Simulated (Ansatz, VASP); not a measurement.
**Zn (Zinc): VASP beside Ansatz**

Aim: how closely do two programs agree when they are given the same cell, functional and k mesh? The cell is taken from a series of runs on this material, whose earlier steps may have relaxed, scaled, displaced or heated it; both programs get it as it stands.

Method: plane waves, with VASP 6.6.1 beside it; zone-centre phonons at PBEsol, in Ansatz 0.2.0.

**1. Starting point**

The structure is hexagonal, space group P6_3/mmc (No. 194). The conventional cell has a = 2.606 Å, b = 2.606 Å, c = 4.808 Å, α = 90.00°, β = 90.00°, γ = 120.00°. Nearest to Zn lie 12 Zn at 2.61 to 2.84 Å.

**2. Ansatz: zone-centre phonons, PBEsol, pair 1**

Ansatz runs on its PAW soft_1 files.

Second derivatives magnify differences that forces hide, and they need a tight electronic threshold.

Contents of input.yaml:

```yaml
crystal:
  lattice:
    - [2.6055502642, 0.0, 0.0]
    - [-1.3027751321, 2.2564727197, 0.0]
    - [0.0, 0.0, 4.8077145545]
  atoms:
    - { symbol: Zn, position: [0.3333333315, 0.6666666685, 0.25] }
    - { symbol: Zn, position: [0.6666666685, 0.3333333315, 0.75] }
kpoints:
  mp_grid: { grid: [18, 18, 8] }
hamiltonian:
  xc: pbesol
  pseudopotentials: { kind: paw, azcp: { folder: soft_1 }, xc_functional: pbe }
scf:
  occupations: { method: methfessel_paxton, width: 0.2 }
output:
  eigenvalues: true
phonons:
  method: dfpt
```

Started as:

```bash
$ ansatz run input.yaml --threads 4 --pin off --max-ram 10240MiB --backend cpu --events-out ev --progress --plain --runs-dir out
```

Numbers of over 12 decimals in the logs are rounded to 6 here.

Output:

```text
zone centre: on kpoints.mp_grid the ground state, and the responses unless they are solved on pairs of k-points, stand on 455 of the mesh's 2592 k-points, reduced under 4 symmetry operations, with k and −k counted as one. Each operation leaves every solved displacement unchanged or reverses it
Engine: ansatz 0.2.0, aarch64-unknown-linux-gnu
Pseudopotentials: kind: paw
Pseudopotential: Zn, paw, valence charge 12, recommended cutoff 420 eV (normal), soft_1/Zn.paw.azcp
Functional definition: PBEsol
  exchange = pbesol_x
  correlation = pbesol_c
Crystal: 2 atoms, lattice volume = 28.266 Å³
Basis set: ecut = 420 eV, 563 PW (Γ), exchange–correlation on 36×36×72 points (8 copies of the dense FFT grid, shifted against one another)
Bands: 16, of which v1, the nominal top of the filled ones, is band 12 counted from 1 (11 counted from 0)
Symmetry: 24 space group operations
k-points: 455 of 2592 (irreducible under 4 space group operations, time reversal used)
Non-local potential: Zn, projectors of the file, l = 0: 2, l = 1: 2, l = 2: 3, l = 3: 1
PAW form: soft (Blöchl's): semilocal exchange-correlation on the pseudo side does not see the compensation charge
PAW frozen core: Zn, regenerated for the run's functional, and the local potential with it (the file was generated under x = pbe(κ = 0.804, μ = 0.219515), c = pbe(β = 0.066725))
PAW one-centre angular grid: Zn, 590 points (default); XC on 64 Gauss nodes
Initial density: superposition of atomic densities (chi_scale 0.1, normalization cell)
Initial wavefunctions: pseudopotential atomic-orbital guess
Functional: x = pbesol(κ = 0.804, μ = 0.123457), c = pbesol(β = 0.046)
SCF iter   1: F=—  HF=-6562.125054 eV  |F-HF|=—  |Δ(HF+E_count)|=         —  Δρ=6.97e-2  dr2=1.03e0  ethr=3.10e-3  ⟨swp⟩=5.7  Hψ=43045  notcnv=0
preconditioner: auto → none  [metal: Δε(μ)=0.017 eV  Ē_g=12.787 eV  σ=0.200 eV  W_gap=0.07  n_scr=4 (ndim 8)  ℏωp=34.2 eV  f_vac=0.000  D(μ)=0.42/eV (n_scr^D=2)  sad-step TF]
SCF iter   2: F=—  HF=-6561.869422 eV  |F-HF|=—  |Δ(HF+E_count)|=   2.56e-1  S|Δr|=    0.00e0  Δρ=2.48e-2  dr2=8.27e-2  ethr=3.10e-3  ⟨swp⟩=2.0  Hψ=17991  notcnv=0  defer=7
SCF iter   3: F=—  HF=-6561.815939 eV  |F-HF|=—  |Δ(HF+E_count)|=   5.35e-2  S|Δr|=    0.00e0  Δρ=1.10e-2  dr2=2.44e-2  ethr=3.45e-4  ⟨swp⟩=2.0  Hψ=16830  notcnv=0  defer=7
SCF iter   4: F=—  HF=-6561.813637 eV  |F-HF|=—  |Δ(HF+E_count)|=   2.30e-3  S|Δr|=    0.00e0  Δρ=5.29e-3  dr2=2.35e-3  ethr=1.02e-4  ⟨swp⟩=2.1  Hψ=11739  notcnv=0  defer=7
SCF iter   5: F=—  HF=-6561.814621 eV  |F-HF|=—  |Δ(HF+E_count)|=   9.85e-4  S|Δr|=    0.00e0  Δρ=6.18e-4  dr2=3.22e-5  ethr=9.79e-6  ⟨swp⟩=2.0  Hψ=12686  notcnv=0  defer=7
SCF iter   6: F=—  HF=-6561.814631 eV  |F-HF|=—  |Δ(HF+E_count)|=   9.47e-6  S|Δr|=    0.00e0  Δρ=5.81e-5  dr2=3.33e-7  ethr=1.34e-7  ⟨swp⟩=2.0  Hψ=12705  notcnv=0  defer=7
SCF iter   7: F=—  HF=-6561.814631 eV  |F-HF|=—  |Δ(HF+E_count)|=   1.43e-8  S|Δr|=    0.00e0  Δρ=2.53e-6  dr2=8.11e-10  ethr=1.39e-9  ⟨swp⟩=2.0  Hψ=12489  notcnv=0  defer=7
SCF iter   8: F=-6561.814631 eV  HF=-6561.814631 eV  |F-HF|=2.73e-12  |Δ(HF+E_count)|=  9.55e-11  S|Δr|=    0.00e0  Δρ=1.15e-7  dr2=1.78e-12  ethr=1.00e-12  ⟨swp⟩=5.4  Hψ=43644  notcnv=0
SCF 1 converged in 8 iterations: F = -6561.814631 eV  dr2 = 1.78e-12
  greatest PAW one-centre occupation: 0.981 electrons in one spin orbital (limit 2), on the Zn atom at site 1 (counted from 0), in its partial waves of l = 2
DFPT response loops at Γ: preconditioner auto → Kerker (q_TF=auto, 2.655 Å⁻¹) (partly filled bands, converged f_vac=0.000); β = 1.00, the filter's whole step (`scf.mixing.beta` (0.50) is not read by the response loops under this deck's `scf.mixing.preconditioner`; to damp them name `kerker` or `kerker_dos`, under which they read `scf.mixing.beta`, and type it under 1.00, their step now; both keys bind the ground state too); Broyden in place of MSR1
SCF converged after 8 iterations
Stability not checked: this state was not tested for a lower state beside it, because cold or Methfessel-Paxton smearing, or corrected tetrahedra, fill the levels in a way that the test cannot read (fill_not_monotonic; see scf.lower_state_search)
Free energy (F): -6561.814631 eV
Harris-Foulkes:  -6561.814631 eV  (|F-HF|=2.73e-12)
Internal energy: -6561.814903 eV  (E = F + TS)
E sigma→0 (E₀):  -6561.814699 eV
Entropy (-TS):   0.000272 eV (0.136 meV/atom)
Fermi energy:    12.100917 eV
--- Per-component energies (eV) ---
  E_band       = 114.960313
  E_kinetic    = 296.970758
  E_local      = -3423.057546  (includes V_loc(G=0)·N_el)
  E_nonlocal   = 1635.005943
  E_hartree    = 1271.455070
  E_xc         = -157.101003
  E_vxc        = -104.800075  (∫ρ·V_xc dr)
  E_paw        = -3715.516983  (= ΣΔE_a)
  E_vpaw       = -832.068447  (= ΣTr[D̂ρ^β])
  E_aug_tail   = -0.000485  (compensation charges beyond the density's cutoff)
  E_ewald      = -2471.165368
  E_core_change = 1.594712  (= ΣΔE_core)
  E_smearing   = 0.000272  (= −TS)
  E_closure    = -0.000000  (closes the sum)
  Σ components = -6561.814631   (vs F -6561.814631, Δ=0.00e0)
--- Band table (eV; the first three rows and the last of 455) ---
  k-point 0: bands = [... 8 lower, 4.5534, 4.8009, 4.8009, 7.9478, 9.0612, 26.3322, 29.9166, 30.1066]
  k-point 1: bands = [... 8 lower, 4.5668, 4.7945, 4.7945, 6.8379, 10.3928, 24.6492, 30.2091, 30.2091]
  k-point 2: bands = [... 8 lower, 4.6025, 4.7751, 4.7751, 5.5661, 12.3493, 22.0143, 30.5085, 30.5085]
  k-point 454: bands = [... 8 lower, 4.8624, 4.8624, 9.1074, 9.1074, 16.0194, 16.0194, 17.6346, 17.6346]
--- Phonons (Γ-DFPT): 2 representative perturbations + reference, on 455 of 2592 k-points (Σ response iterations 7) ---
  k mesh reduced under 4 symmetry operations, with k and −k counted as one. Each operation leaves every solved displacement unchanged or reverses it
  ASR residual: 4.475e-5 → 0.000e0 eV/Å²; symmetrization residual: 2.053e-13 eV/Å²
  ASR residual per site (eV/Å²): 4.48e-5 4.48e-5
  Γ frequencies (cm⁻¹): 0.00 0.00 0.00 76.75 76.75 155.35
  non-analytic LO–TO correction: not included (Born effective charges unavailable; polar crystals: no LO–TO splitting at Γ)
```

In the SCF lines HF is the Harris–Foulkes energy and dr2 the Hartree energy of the density residual, in eV; the loop may stop once dr2 is under the threshold and the program's other checks hold. Hψ counts applications of the Hamiltonian.

**3. VASP: zone-centre phonons, PBEsol, pair 1**

The same cell, functional, mesh and smearing now go to VASP, with its own data sets.

Lines of VASP's logs that name or quote its potential files are left out, and so is its time.

Contents of INCAR:

```
SYSTEM = Zn
PREC = Accurate
ENCUT = 500
EDIFF = 1E-08
NELM = 120
ISMEAR = 1
SIGMA = 0.2
LREAL = .FALSE.
ALGO = Normal
GGA = PS
NBANDS = 18
LORBIT = 11
LWAVE = .FALSE.
LCHARG = .FALSE.
ISIF = 2
IBRION = 8
LASPH = .TRUE.
GGA_COMPAT = .FALSE.
KPAR = 2
```

Contents of POSCAR:

```
Zn
1.0
    2.6055502642      0.0000000000      0.0000000000
   -1.3027751321      2.2564727197      0.0000000000
    0.0000000000      0.0000000000      4.8077145545
Zn
2
Direct
    0.3333333315      0.6666666685      0.2500000000
    0.6666666685      0.3333333315      0.7500000000
```

Contents of KPOINTS:

```
Automatic mesh
0
Gamma
18 18 8
0 0 0
```

Potentials, in the order of the species: Zn (PBE family, release 64).

Started as:

```bash
$ mpirun -np 2 vasp_std
```

Output:

```text
[banner, memory and clock lines left out]
running    2 mpi-ranks, on    1 nodes
 distrk:  each k-point on    1 cores,    2 groups
 distr:  one band on    1 cores,    1 groups

 POSCAR found type information on POSCAR Zn
 POSCAR found :  1 types and       2 ions
|                                                                             |
|               ----> ADVICE to this user running VASP <----                  |
|                                                                             |
|     You enforced a specific xc type in the INCAR file but a different       |
|     [... a line on the potential file left out ...]
|     I HOPE YOU KNOW WHAT YOU ARE DOING!                                     |
|                                                                             |

 LDA part: xc-table for (Slater+PW92), standard interpolation
 POSCAR, INCAR and KPOINTS ok, starting setup
 FFT: planning ... GRIDC
 FFT: planning ... GRID_SOFT
 FFT: planning ... GRID
 WAVECAR not read
 entering main loop
       N       E                     dE             d eps       ncg     rms          rms(c)
DAV:   1     0.103978174925E+03    0.10398E+03   -0.12260E+04  6956   0.211E+03
DAV:   2     0.483484243341E+00   -0.10349E+03   -0.10044E+03  6670   0.292E+02
DAV:   3    -0.348765209783E+01   -0.39711E+01   -0.39566E+01  7478   0.661E+01
DAV:   4    -0.350741532304E+01   -0.19763E-01   -0.19757E-01  7352   0.468E+00
DAV:   5    -0.350743987462E+01   -0.24552E-04   -0.24552E-04  7162   0.146E-01    0.485E+00
DAV:   6    -0.319360579241E+01    0.31383E+00   -0.13255E+00  7180   0.254E+01    0.342E+00
DAV:   7    -0.317790572913E+01    0.15700E-01   -0.47356E-02  8524   0.390E+00    0.178E+00
DAV:   8    -0.317023350899E+01    0.76722E-02   -0.21202E-03  9004   0.704E-01    0.565E-02
DAV:   9    -0.317018924964E+01    0.44259E-04   -0.24423E-04  9104   0.221E-01    0.320E-02
DAV:  10    -0.317019366744E+01   -0.44178E-05   -0.21578E-05  6882   0.422E-02    0.284E-03
DAV:  11    -0.317019352553E+01    0.14191E-06   -0.52118E-07  7426   0.113E-02    0.215E-03
DAV:  12    -0.317019323831E+01    0.28723E-06   -0.14799E-08  5232   0.252E-03    0.519E-04
DAV:  13    -0.317019325689E+01   -0.18586E-07   -0.74579E-09  3658   0.137E-03    0.524E-05
DAV:  14    -0.317019325737E+01   -0.47885E-09   -0.15864E-09  3558   0.386E-04
   1 F= -.31701933E+01 E0= -.31702823E+01  d E =0.267017E-03
 Linear response reoptimize wavefunctions to high precision
DAV:   1    -0.317019326052E+01   -0.31532E-08   -0.68616E-11  3604   0.136E-04
DAV:   2    -0.317019326053E+01   -0.10004E-10   -0.14796E-11  3502   0.349E-05
 Linear response DOF=           2
 Linear response progress:
  Degree of freedom:   1/  2
       N       E                     dE             d eps       ncg     rms          rms(c)
RMM:   1    -0.200425502245E+00   -0.20043E+00   -0.50335E-03 40369   0.177E+00
RMM:   2    -0.200105456441E+00    0.32005E-03   -0.64792E-04 42879   0.286E-01    0.507E-02
RMM:   3    -0.199671749775E+00    0.43371E-03   -0.41782E-05 52493   0.526E-02    0.288E-02
RMM:   4    -0.199213488690E+00    0.45826E-03   -0.39723E-05 51203   0.494E-02    0.253E-03
RMM:   5    -0.199223398166E+00   -0.99095E-05   -0.47291E-07 54347   0.452E-03    0.135E-03
RMM:   6    -0.199218568113E+00    0.48301E-05   -0.36455E-08 54052   0.137E-03    0.166E-04
RMM:   7    -0.199219498513E+00   -0.93040E-06   -0.27973E-10 54163   0.339E-04    0.426E-05
RMM:   8    -0.199218913321E+00    0.58519E-06   -0.29236E-09 54734   0.901E-05    0.649E-06
RMM:   9    -0.199218783914E+00    0.12941E-06    0.38030E-09 54422   0.362E-05    0.161E-06
RMM:  10    -0.199218804655E+00   -0.20741E-07    0.40428E-09 45015   0.198E-05    0.392E-07
RMM:  11    -0.199218811122E+00   -0.64663E-08   -0.82793E-10 36772   0.158E-05    0.150E-07
 first order change of Fermi-energy  -0.13093E-04
 force on displaced ion       1 direction 1 :  -0.752   0.000   0.000
 Linear response progress:
  Degree of freedom:   2/  2
       N       E                     dE             d eps       ncg     rms          rms(c)
RMM:   1    -0.224796852247E+00   -0.22480E+00   -0.80324E-03 13425   0.203E+00
RMM:   2    -0.221663871887E+00    0.31330E-02   -0.12997E-03 13424   0.528E-01    0.510E-02
RMM:   3    -0.221621686750E+00    0.42185E-04   -0.47833E-05 16997   0.756E-02    0.294E-02
RMM:   4    -0.221528693171E+00    0.92994E-04   -0.92193E-05 16961   0.337E-02    0.434E-03
RMM:   5    -0.221513508516E+00    0.15185E-04   -0.25528E-05 17449   0.584E-03    0.139E-03
RMM:   6    -0.221511394240E+00    0.21143E-05   -0.79127E-06 17491   0.164E-03    0.291E-04
RMM:   7    -0.221511212535E+00    0.18171E-06   -0.15694E-06 16676   0.527E-04    0.704E-05
RMM:   8    -0.221510751743E+00    0.46079E-06   -0.57550E-07 15892   0.153E-04    0.380E-05
RMM:   9    -0.221509997254E+00    0.75449E-06   -0.20143E-07 17543   0.704E-05    0.452E-06
RMM:  10    -0.221510032937E+00   -0.35683E-07   -0.86159E-08 17182   0.275E-05    0.117E-06
RMM:  11    -0.221510026216E+00    0.67210E-08   -0.25304E-08 13789   0.176E-05    0.453E-07
 first order change of Fermi-energy  -0.54990E-05
 force on displaced ion       1 direction 3 :  -0.000   0.000  -3.023
 Linear response finished
```

From OUTCAR (step 3):

```text
ion  position               nearest neighbor table
   1  0.333  0.667  0.250-   2 2.84   2 2.84   2 2.84   2 2.84   2 2.84   2 2.84
   2  0.667  0.333  0.750-   1 2.84   1 2.84   1 2.84   1 2.84   1 2.84   1 2.84

  LATTYP: Found a hexagonal cell.
 ALAT       =     2.6055502642
 C/A-ratio  =     1.8451820410

 Subroutine GETGRP returns: Found 24 space group operations
 (whereof 12 operations were pure point group operations)

The static configuration has the point symmetry D_3d.
 The point group associated with its full space group is D_6h.

 Found    185 irreducible k-points:

   k-points           NKPTS =    185   k-points in BZ     NKDIM =    185   number of bands    NBANDS=     18

   dimension x,y,z NGX =    20 NGY =   20 NGZ =   36
   dimension x,y,z NGXF=    40 NGYF=   40 NGZF=   72

   ENCUT  =  500.0 eV  36.75 Ry    6.06 a.u.   4.75  4.75  8.77*2*pi/ulx,y,z

   NELECT =      24.0000    total number of electrons

 k-points in reciprocal lattice and weights: Automatic mesh
   0.00000000  0.00000000  0.00000000       0.000
   0.05555556  0.00000000  0.00000000       0.002
   0.11111111  0.00000000  0.00000000       0.002
   0.16666667  0.00000000  0.00000000       0.002
   0.22222222  0.00000000  0.00000000       0.002
   0.27777778  0.00000000  0.00000000       0.002
   0.33333333 -0.00000000  0.00000000       0.002
   0.38888889  0.00000000  0.00000000       0.002
   0.44444444  0.00000000  0.00000000       0.002
[...]
0.33333333  0.27777778  0.50000000       0.005
   0.33333333  0.33333333  0.50000000       0.001

 average (electrostatic) potential at core
       1 -36.3718       2 -36.3718

  Total        0.1009338      0.1009338      0.1383955      0.0000000     -0.0000000      0.0000000
  in kB        5.7210916      5.7210916      7.8444820      0.0000000     -0.0000000      0.0000000
  external PRESSURE =       6.4288884 kB  Pullay stress =       0.0000000 kB

  energy-cutoff  :      500.00
  volume of cell :       28.27
      direct lattice vectors                 reciprocal lattice vectors
     2.605550264  0.000000000  0.000000000     0.383796089  0.221584775  0.000000000
    -1.302775132  2.256472720  0.000000000     0.000000000  0.443169550  0.000000000
     0.000000000  0.000000000  4.807714555     0.000000000  0.000000000  0.207999038

 POSITION                                       TOTAL-FORCE (eV/Angst)
 -----------------------------------------------------------------------------------
     -0.00000      1.50432      1.20193        -0.000000      0.000000      0.000000
      1.30278      0.75216      3.60579         0.000000      0.000000      0.000000
 -----------------------------------------------------------------------------------
    total drift:                               -0.000000      0.000000      0.000000

 Eigenvectors and eigenvalues of the dynamical matrix
 ----------------------------------------------------

   1 f  =    4.753492 THz    29.867073 2PiTHz  158.559433 cm-1    19.658855 meV
             X         Y         Z           dx          dy          dz
     -0.000000  1.504315  1.201929     0.000000    0.000000    0.707107
      1.302775  0.752158  3.605786    -0.000000    0.000000   -0.707107

   2 f  =    2.371390 THz    14.899885 2PiTHz   79.101068 cm-1     9.807278 meV
             X         Y         Z           dx          dy          dz
     -0.000000  1.504315  1.201929    -0.000000    0.707107   -0.000000
      1.302775  0.752158  3.605786     0.000000   -0.707107   -0.000000

   3 f  =    2.371390 THz    14.899885 2PiTHz   79.101068 cm-1     9.807278 meV
             X         Y         Z           dx          dy          dz
     -0.000000  1.504315  1.201929     0.707107   -0.000000   -0.000000
      1.302775  0.752158  3.605786    -0.707107   -0.000000    0.000000

   4 f  =    0.000000 THz     0.000000 2PiTHz    0.000001 cm-1     0.000000 meV
             X         Y         Z           dx          dy          dz
     -0.000000  1.504315  1.201929    -0.000000   -0.681869   -0.187228
      1.302775  0.752158  3.605786     0.000000   -0.681869   -0.187228

   5 f  =    0.000000 THz     0.000000 2PiTHz    0.000000 cm-1     0.000000 meV
             X         Y         Z           dx          dy          dz
     -0.000000  1.504315  1.201929     0.707107   -0.000000    0.000000
      1.302775  0.752158  3.605786     0.707107   -0.000000    0.000000

   6 f/i=    0.000000 THz     0.000000 2PiTHz    0.000002 cm-1     0.000000 meV
             X         Y         Z           dx          dy          dz
     -0.000000  1.504315  1.201929     0.000000    0.187228   -0.681869
      1.302775  0.752158  3.605786     0.000000    0.187228   -0.681869

 ELASTIC MODULI CONTR FROM IONIC RELAXATION (kBar)
 Direction    XX          YY          ZZ          XY          YZ          ZX
 --------------------------------------------------------------------------------
 XX          -0.9540      0.9540      0.0000     -0.0000      0.0000      0.0000
 YY           0.9540     -0.9540     -0.0000      0.0000      0.0000      0.0000
 ZZ           0.0000     -0.0000     -0.0000     -0.0000      0.0000      0.0000
 XY           0.0000     -0.0000      0.0000     -0.9540      0.0000      0.0000
 YZ           0.0000      0.0000      0.0000      0.0000      0.0000      0.0000
 ZX           0.0000      0.0000      0.0000      0.0000      0.0000      0.0000
 --------------------------------------------------------------------------------
```

**4. Differences**

Known differences besides the potentials themselves: the cutoff is 420 eV in Ansatz and 500 eV in VASP; Ansatz makes its cores anew for this functional, VASP keeps those of its PBE data sets. Total energies have different zeros and are not compared.

The two programs side by side:

| quantity | Ansatz | VASP | difference |
| --- | --- | --- | --- |
| optical mode 1 to 2 (cm⁻¹) | 76.8 | 79.1 | -2.97 % |
| optical mode 3 (cm⁻¹) | 155.3 | 158.6 | -2.02 % |

Modes are paired by rising frequency, not by their patterns, so a pair may set unlike modes beside each other; they are those without the splitting of longitudinal modes.

[end of part 1 of 2]

[Lines on the potential files, build, host, timing and source positions are cut from VASP's logs without a mark.]

[Logs are printed without paths, hosts, clocks, repeated set-up lines and the standing remarks that a program may print on its own settings, such as how far it seeks lower states.]

[Hosts, paths, dates, database ids (printed as entryN), source tags and the programs' standing remarks are cut or masked in the printed files.]
